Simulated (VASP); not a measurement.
# How k-mesh and smearing change a VASP run on LaSi3Ir

Aim: find what the k-mesh and smearing change for LaSi3Ir, and what they cost. The series runs use r2SCAN. The k-mesh tried: 2 2 2; 3 3 3; 4 4 4; 5 5 5; 7 7 7; 9 9 9; 11 11 11. The smearing tried: ISMEAR = -1, SIGMA = 0.01; ISMEAR = -1, SIGMA = 0.05; ISMEAR = -1, SIGMA = 0.1; ISMEAR = -1, SIGMA = 0.2; ISMEAR = -1, SIGMA = 0.5; ISMEAR = 1, SIGMA = 0.01; ISMEAR = 1, SIGMA = 0.05; ISMEAR = 1, SIGMA = 0.1; ISMEAR = 1, SIGMA = 0.2; ISMEAR = 1, SIGMA = 0.5; ISMEAR = -5. The start is a cell from a database of measured crystal structures.

Program: VASP 6.6.1. Level of theory: r2SCAN; plane waves and PAW (La, Si, Ir). Results are calculated unless marked as measured.

## (1) The starting structure

Symmetry: I4mm, No. 107, tetragonal system. Conventional cell: a = 4.278 Å, b = 4.278 Å, c = 9.830 Å, α = 90.00°, β = 90.00°, γ = 90.00°. Nearest to La lie 12 Si at 3.15 to 3.34 Å and 5 Ir at 3.39 Å. Si has 2 Ir at 2.38 Å and 6 Si at 2.60 to 3.03 Å and 4 La at 3.17 to 3.34 Å nearest. Nearest to Si lie 1 Ir at 2.40 Å and 4 Si at 2.60 Å and 4 La at 3.15 Å. Nearest to Ir lie 5 Si at 2.38 to 2.40 Å and 5 La at 3.39 Å. Farther neighbours are not listed.

As a file:

```xyz
5
Lattice="0.0000 -4.2780 0.0000 -4.2780 0.0000 0.0000 2.1390 -2.1390 -4.9150" Properties=species:S:1:pos:R:3 pbc="T T T"
La    0.0000    0.0000    0.0000
Si   -2.1390   -4.2780   -2.3445
Si    0.0000   -2.1390   -2.3445
Si   -2.1390   -2.1390   -0.8729
Ir    0.0000   -4.2780   -3.3884
```

## (2) K-mesh: 2 2 2

The sum over the zone converges with the mesh, fast for insulators and slowly for metals. r2SCAN adds the kinetic-energy density, costs more than a GGA and is run with LASPH.

Input file INCAR:

```
SYSTEM = LaSi3Ir
PREC = Accurate
ENCUT = 400
EDIFF = 1E-06
NELM = 100
ISMEAR = -1
SIGMA = 0.05
LREAL = .FALSE.
ALGO = Normal
METAGGA = R2SCAN
LASPH = .TRUE.
NBANDS = 22
LORBIT = 11
LWAVE = .FALSE.
LCHARG = .FALSE.
NCORE = 4
ISIF = 2
```

Input file POSCAR:

```
LaSi3Ir
1.0
    0.0000000000     -4.2780000000      0.0000000000
   -4.2780000000      0.0000000000      0.0000000000
    2.1390000000     -2.1390000000     -4.9150000000
La Si Ir
1 3 1
Direct
    0.0000000000      0.0000000000      0.0000000000
    0.7615000000      0.7385000000      0.4770000000
    0.2615000000      0.2385000000      0.4770000000
    0.4112000000      0.5888000000      0.1776000000
    0.6553000000      0.3447000000      0.6894000000
```

Input file KPOINTS:

```
Automatic mesh
0
Gamma
2 2 2
0 0 0
```

PAW data sets: La, Si and Ir (PBE family, release 64).

The run is started by

```sh
mpirun -np 4 vasp_std
```

Output:

```text
[banner, memory and clock lines left out]
running    4 mpi-ranks, on    1 nodes
 distrk:  each k-point on    4 cores,    1 groups
 distr:  one band on    4 cores,    1 groups

 POSCAR found type information on POSCAR LaSiIr
 POSCAR found :  3 types and       5 ions
|                                                                             |
|               ----> ADVICE to this user running VASP <----                  |
|                                                                             |
|     You enforced a specific xc type in the INCAR file but a different       |
|     [... a line on the potential file left out ...]
|     I HOPE YOU KNOW WHAT YOU ARE DOING!                                     |
|                                                                             |

 LDA part: xc-table for (None), standard interpolation
 POSCAR, INCAR and KPOINTS ok, starting setup
 FFT: planning ... GRIDC
 FFT: planning ... GRID_SOFT
 FFT: planning ... GRID
 WAVECAR not read
 entering main loop
       N       E                     dE             d eps       ncg     rms          rms(c)
DAV:   1     0.127860525428E+03    0.12786E+03   -0.10733E+04   184   0.149E+03
DAV:   2    -0.746532316640E+02   -0.20251E+03   -0.18204E+03   208   0.282E+02
DAV:   3    -0.118272758919E+03   -0.43620E+02   -0.40917E+02   258   0.120E+02
DAV:   4    -0.120787071751E+03   -0.25143E+01   -0.24427E+01   328   0.357E+01
DAV:   5    -0.120880432535E+03   -0.93361E-01   -0.91106E-01   252   0.659E+00    0.170E+01
DAV:   6    -0.113684031422E+03    0.71964E+01   -0.17379E+01   312   0.318E+01    0.604E+00
DAV:   7    -0.113156235754E+03    0.52780E+00   -0.48433E+00   312   0.210E+01    0.475E+00
DAV:   8    -0.113190956731E+03   -0.34721E-01   -0.49730E-01   288   0.464E+00    0.175E+00
DAV:   9    -0.113174556247E+03    0.16400E-01   -0.16930E-01   304   0.410E+00    0.618E-01
DAV:  10    -0.113176519499E+03   -0.19633E-02   -0.13803E-02   304   0.876E-01    0.273E-01
DAV:  11    -0.113176387887E+03    0.13161E-03   -0.26948E-03   312   0.396E-01    0.130E-01
DAV:  12    -0.113176494258E+03   -0.10637E-03   -0.78629E-04   320   0.233E-01    0.248E-02
DAV:  13    -0.113176504727E+03   -0.10469E-04   -0.79954E-05   274   0.658E-02    0.211E-02
DAV:  14    -0.113176504283E+03    0.44462E-06   -0.22852E-05   352   0.414E-02    0.637E-03
DAV:  15    -0.113176504517E+03   -0.23366E-06   -0.22712E-06   208   0.108E-02
   1 F= -.11317650E+03 E0= -.11315253E+03  d E =-.479532E-01
```

Run time: 14 s. Hardware: 4 MPI ranks of Intel Xeon Platinum 8488C (Sapphire Rapids), shared host; peak memory 0.56 GiB.

The logs omit lines about the potential files and the build; timing stands in the text.

OUTCAR, selected parts (step 2):

```text
ion  position               nearest neighbor table
   1  0.000  0.000  0.000-   4 3.15   4 3.15   4 3.15   4 3.15   3 3.17   2 3.17   3 3.17   2 3.17
                             3 3.34   2 3.34   2 3.34   3 3.34   5 3.39   5 3.39   5 3.39   5 3.39
   2  0.761  0.739  0.477-   5 2.38   5 2.38   4 2.60   4 2.60   3 3.03   3 3.03   3 3.03   3 3.03
                             1 3.17   1 3.17   1 3.34   1 3.34
   3  0.261  0.239  0.477-   5 2.38   5 2.38   4 2.60   4 2.60   2 3.03   2 3.03   2 3.03   2 3.03
                             1 3.17   1 3.17   1 3.34   1 3.34
   4  0.411  0.589  0.178-   5 2.40   3 2.60   2 2.60   3 2.60   2 2.60   1 3.15   1 3.15   1 3.15
                             1 3.15
   5  0.655  0.345  0.689-   3 2.38   2 2.38   3 2.38   2 2.38   4 2.40   1 3.39   1 3.39   1 3.39
                             1 3.39   1 3.39

  LATTYP: Found a body centered tetragonal cell.
 ALAT       =     4.2780000000
 C/A-ratio  =     2.2978027115

 Subroutine GETGRP returns: Found  8 space group operations
 (whereof  8 operations were pure point group operations)

The static configuration has the point symmetry C_4v.

 Found      4 irreducible k-points:

   k-points           NKPTS =      4   k-points in BZ     NKDIM =      4   number of bands    NBANDS=     22

   dimension x,y,z NGX =    28 NGY =   28 NGZ =   40
   dimension x,y,z NGXF=    56 NGYF=   56 NGZF=   80

   ENCUT  =  400.0 eV  29.40 Ry    5.42 a.u.   6.98  6.98  9.41*2*pi/ulx,y,z

   NELECT =      32.0000    total number of electrons

 k-points in reciprocal lattice and weights: Automatic mesh
   0.00000000  0.00000000  0.00000000       0.125
   0.50000000  0.00000000  0.00000000       0.500
   0.50000000  0.50000000  0.00000000       0.250
   0.00000000  0.00000000  0.50000000       0.125

 average (electrostatic) potential at core
       1 -99.9669       2 -82.9062       3 -82.9062       4 -82.6301       5 -54.0112

 E-fermi :   9.5718

 k-point     1 :       0.0000    0.0000    0.0000
  band No.  band energies     occupation
    ...
     11       6.0407      2.00000
     12       6.1930      2.00000
     13       6.7071      2.00000
     14       7.7899      2.00000
     15       7.7899      2.00000
     16       9.6354      0.43800
     17       9.6354      0.43799
     18      11.0512      0.00000
     19      11.5909      0.00000
     20      12.0761      0.00000
    ...

 k-point     2 :       0.5000    0.0000    0.0000
  band No.  band energies     occupation
    ...
     13       6.5508      2.00000
     14       7.2410      2.00000
     15       8.2231      2.00000
     16       8.9938      1.99998
     17       9.5930      0.79124
     18      11.3744      0.00000
     19      11.7630      0.00000
     20      12.2202      0.00000
     21      12.3351      0.00000
     22      12.3465      0.00000

 k-point     3 :       0.5000    0.5000    0.0000
  band No.  band energies     occupation
    ...
     12       6.1518      2.00000
     13       6.4461      2.00000
     14       6.4585      2.00000
     15       7.2961      2.00000
     16       7.5106      2.00000
     17      11.7178      0.00000
     18      11.9362      0.00000
     19      12.2122      0.00000
     20      12.3673      0.00000
     21      12.3786      0.00000
    ...

  Total        0.0633204      0.0633204      0.0597352      0.0000000      0.0000000      0.0000000
  in kB        1.1278448      1.1278448      1.0639857      0.0000000      0.0000000      0.0000000
  external PRESSURE =       1.1065584 kB  Pullay stress =       0.0000000 kB

  energy-cutoff  :      400.00
  volume of cell :       89.95
      direct lattice vectors                 reciprocal lattice vectors
     0.000000000 -4.278000000  0.000000000     0.000000000 -0.233754091  0.101729400
    -4.278000000  0.000000000  0.000000000    -0.233754091  0.000000000 -0.101729400
     2.139000000 -2.139000000 -4.915000000     0.000000000  0.000000000 -0.203458800

 POSITION                                       TOTAL-FORCE (eV/Angst)
 -----------------------------------------------------------------------------------
      0.00000      0.00000      0.00000        -0.000000      0.000000     -0.526803
     -2.13900     -4.27800     -2.34445         0.000000     -0.000000      1.138222
     -0.00000     -2.13900     -2.34445         0.000000     -0.000000      1.138222
     -2.13900     -2.13900     -0.87290        -0.000000      0.000000     -1.662206
     -0.00000     -4.27800     -3.38840        -0.000000      0.000000     -0.087436
 -----------------------------------------------------------------------------------
    total drift:                               -0.000289      0.000289     -0.001532

  FREE ENERGIE OF THE ION-ELECTRON SYSTEM (eV)
  ---------------------------------------------------
  free  energy   TOTEN  =      -113.1765045165 eV

  energy  without entropy=     -113.1285512778  energy(sigma->0) =     -113.15252790

 total charge
# of ion       s       p       d       f       tot
--------------------------------------------------
    1        1.986   5.684   0.691   0.186   8.547
    2        0.770   0.852   0.000   0.000   1.622
    3        0.770   0.852   0.000   0.000   1.622
    4        0.750   0.906   0.000   0.000   1.657
    5        0.740   0.758   7.251   0.000   8.749
--------------------------------------------------
tot          5.015   9.053   7.942   0.186  22.197

[... 1 further part left out ...]
```

The PAW data sets were made with PBE, which is usual practice but a small mismatch for other functionals.

Numbers from this step:

- SCF cycles: 15
- electrons: 32
- bands: 22
- irreducible k-points: 4
- symmetry operations: 8
- free energy (TOTEN): -113.1765 eV
- energy at zero smearing: -113.1525 eV
- Fermi energy: 9.572 eV
- pressure: 0.1107 GPa
- metallic: yes

The series starts at -22.6305 eV an atom and 0.11 GPa, after 15 cycles in 14 s.

## (3) K-mesh: 3 3 3

Edit INCAR of step 2 so:

```diff
@@ -15,3 +15,4 @@
 LCHARG = .FALSE.
-NCORE = 4
+KPAR = 2
+NCORE = 2
 ISIF = 2
```

POSCAR is that of step 2.

Input file KPOINTS:

```
Automatic mesh
0
Gamma
3 3 3
0 0 0
```

The run is started by

```sh
mpirun -np 4 vasp_std
```

Output:

```text
[banner, memory and clock lines left out]
running    4 mpi-ranks, on    1 nodes
[...]
[... a notice as in an earlier step ...]

 LDA part: xc-table for (None), standard interpolation
 POSCAR, INCAR and KPOINTS ok, starting setup
[...]
entering main loop
       N       E                     dE             d eps       ncg     rms          rms(c)
DAV:   1     0.136121293417E+03    0.13612E+03   -0.10489E+04   272   0.150E+03
DAV:   2    -0.712074382753E+02   -0.20733E+03   -0.18686E+03   312   0.285E+02
DAV:   3    -0.117576664781E+03   -0.46369E+02   -0.43456E+02   390   0.123E+02
DAV:   4    -0.120635327945E+03   -0.30587E+01   -0.30111E+01   496   0.389E+01
[...]
DAV:  36    -0.113241452665E+03    0.61398E-05   -0.26514E-04   504   0.774E-02    0.667E-03
DAV:  37    -0.113241451214E+03    0.14508E-05   -0.12808E-05   368   0.186E-02    0.587E-03
DAV:  38    -0.113241450401E+03    0.81288E-06   -0.18028E-06   336   0.875E-03
   1 F= -.11324145E+03 E0= -.11323565E+03  d E =-.115976E-01
```

Wall time 40 s (4 MPI ranks); peak memory 0.68 GiB.

OUTCAR, selected parts (step 3):

```text
  Total        0.6498349      0.6498349      0.4852787      0.0000000     -0.0000000      0.0000000
  in kB       11.5746676     11.5746676      8.6436411      0.0000000     -0.0000000      0.0000000
  external PRESSURE =      10.5976588 kB  Pullay stress =       0.0000000 kB

 POSITION                                       TOTAL-FORCE (eV/Angst)
 -----------------------------------------------------------------------------------
      0.00000      0.00000      0.00000         0.000000     -0.000000      0.368667
     -2.13900     -4.27800     -2.34445         0.000000      0.000000      0.021932
     -0.00000     -2.13900     -2.34445        -0.000000     -0.000000      0.021932
     -2.13900     -2.13900     -0.87290         0.000000     -0.000000     -0.365084
     -0.00000     -4.27800     -3.38840        -0.000000      0.000000     -0.047448
 -----------------------------------------------------------------------------------
    total drift:                               -0.000885      0.000885     -0.002951

  FREE ENERGIE OF THE ION-ELECTRON SYSTEM (eV)
  ---------------------------------------------------
  free  energy   TOTEN  =      -113.2414504009 eV

  energy  without entropy=     -113.2298527592  energy(sigma->0) =     -113.23565158

[... 1 part as in an earlier step ...]

[... 2 further parts left out ...]
[key lines of the parts left out:]
E-fermi :   9.3716
```

Against the run before the energy moves by -16.62 meV an atom and the pressure by +0.95 GPa, after 38 cycles in 40 s.

## (4) K-mesh: 4 4 4

Edit INCAR of step 3 so:

```diff
@@ -15,4 +15,3 @@
 LCHARG = .FALSE.
-KPAR = 2
-NCORE = 2
+KPAR = 4
 ISIF = 2
```

POSCAR is that of step 3.

Input file KPOINTS:

```
Automatic mesh
0
Gamma
4 4 4
0 0 0
```

The run is started by

```sh
mpirun -np 4 vasp_std
```

Output:

```text
[banner, memory and clock lines left out]
running    4 mpi-ranks, on    1 nodes
[...]
[... a notice as in an earlier step ...]

 LDA part: xc-table for (None), standard interpolation
 POSCAR, INCAR and KPOINTS ok, starting setup
[...]
entering main loop
       N       E                     dE             d eps       ncg     rms          rms(c)
DAV:   1     0.138846145191E+03    0.13885E+03   -0.10394E+04   580   0.151E+03
DAV:   2    -0.725901696185E+02   -0.21144E+03   -0.19107E+03   684   0.292E+02
DAV:   3    -0.117197792817E+03   -0.44608E+02   -0.41073E+02   882   0.126E+02
DAV:   4    -0.120441513025E+03   -0.32437E+01   -0.31967E+01  1046   0.396E+01
[...]
DAV:  14    -0.113015330772E+03   -0.65828E-04   -0.22798E-05   936   0.509E-02    0.111E-02
DAV:  15    -0.113015296254E+03    0.34517E-04   -0.92210E-06   942   0.295E-02    0.388E-03
DAV:  16    -0.113015296511E+03   -0.25626E-06   -0.83777E-07   544   0.527E-03
   1 F= -.11301530E+03 E0= -.11301019E+03  d E =-.102066E-01
```

Elapsed: 27 s, on 4 MPI ranks; peak memory 0.75 GiB; 99 s of CPU time.

OUTCAR, selected parts (step 4):

```text
  Total        0.6359769      0.6359769      0.9021625      0.0000000     -0.0000000      0.0000000
  in kB       11.3278331     11.3278331     16.0690523      0.0000000     -0.0000000      0.0000000
  external PRESSURE =      12.9082395 kB  Pullay stress =       0.0000000 kB

 POSITION                                       TOTAL-FORCE (eV/Angst)
 -----------------------------------------------------------------------------------
      0.00000      0.00000      0.00000         0.000000     -0.000000      0.116623
     -2.13900     -4.27800     -2.34445         0.000000     -0.000000     -0.103146
     -0.00000     -2.13900     -2.34445         0.000000     -0.000000     -0.103146
     -2.13900     -2.13900     -0.87290        -0.000000      0.000000      0.273256
     -0.00000     -4.27800     -3.38840        -0.000000      0.000000     -0.183588
 -----------------------------------------------------------------------------------
    total drift:                               -0.004638      0.004638      0.001022

  FREE ENERGIE OF THE ION-ELECTRON SYSTEM (eV)
  ---------------------------------------------------
  free  energy   TOTEN  =      -113.0152965107 eV

  energy  without entropy=     -113.0050899226  energy(sigma->0) =     -113.01019322

[... 1 part as in an earlier step ...]

[... 2 further parts left out ...]
[key lines of the parts left out:]
E-fermi :   9.6102
```

Against the run before the energy moves by +45.09 meV an atom and the pressure by +0.23 GPa, after 16 cycles in 27 s.

## (5) K-mesh: 5 5 5

INCAR is that of step 4.

POSCAR is that of step 4.

Input file KPOINTS:

```
Automatic mesh
0
Gamma
5 5 5
0 0 0
```

The run is started by

```sh
mpirun -np 4 vasp_std
```

Output:

```text
[... set-up lines as in an earlier step ...]
 entering main loop
       N       E                     dE             d eps       ncg     rms          rms(c)
DAV:   1     0.140988532541E+03    0.14099E+03   -0.10557E+04   792   0.151E+03
DAV:   2    -0.706604462168E+02   -0.21165E+03   -0.19170E+03   918   0.291E+02
DAV:   3    -0.117229245059E+03   -0.46569E+02   -0.43545E+02  1194   0.125E+02
DAV:   4    -0.120387750041E+03   -0.31585E+01   -0.30726E+01  1440   0.385E+01
[...]
DAV:  17    -0.112938504789E+03   -0.55795E-05   -0.76711E-05  1248   0.498E-02    0.136E-02
DAV:  18    -0.112938504757E+03    0.32256E-07   -0.10510E-05  1234   0.206E-02    0.117E-02
DAV:  19    -0.112938504272E+03    0.48504E-06   -0.65740E-07   784   0.707E-03
   1 F= -.11293850E+03 E0= -.11293300E+03  d E =-.110035E-01
```

Elapsed: 37 s, on 4 MPI ranks; peak memory 0.79 GiB.

From OUTCAR (step 5):

```text
  Total        0.6307427      0.6307427      0.7167726      0.0000000      0.0000000      0.0000000
  in kB       11.2346034     11.2346034     12.7669419      0.0000000      0.0000000      0.0000000
  external PRESSURE =      11.7453829 kB  Pullay stress =       0.0000000 kB

 POSITION                                       TOTAL-FORCE (eV/Angst)
 -----------------------------------------------------------------------------------
      0.00000      0.00000      0.00000         0.000000     -0.000000     -0.120882
     -2.13900     -4.27800     -2.34445         0.000000      0.000000      0.128650
     -0.00000     -2.13900     -2.34445         0.000000     -0.000000      0.128650
     -2.13900     -2.13900     -0.87290         0.000000     -0.000000      0.255792
     -0.00000     -4.27800     -3.38840        -0.000000      0.000000     -0.392211
 -----------------------------------------------------------------------------------
    total drift:                                0.001243     -0.001243     -0.005508

  FREE ENERGIE OF THE ION-ELECTRON SYSTEM (eV)
  ---------------------------------------------------
  free  energy   TOTEN  =      -112.9385042715 eV

  energy  without entropy=     -112.9275007902  energy(sigma->0) =     -112.93300253

[... 1 part as in an earlier step ...]

[... 2 further parts left out ...]
[key lines of the parts left out:]
E-fermi :   9.6725
```

Against the run before the energy moves by +15.44 meV an atom and the pressure by -0.12 GPa, after 19 cycles in 37 s.

(Part 1 of 4 ends here.)

[Lines on the potential files, build, host, timing and source positions are cut from VASP's logs without a mark.]

[Logs are printed without paths, hosts, clocks, repeated set-up lines and the standing remarks that a program may print on its own settings, such as how far it seeks lower states.]

[Hosts, paths, dates, database ids (printed as entryN), source tags and the programs' standing remarks are cut or masked in the printed files.]

[A measured line is paired with the nearest computed mode of its activity, which favours agreement.]
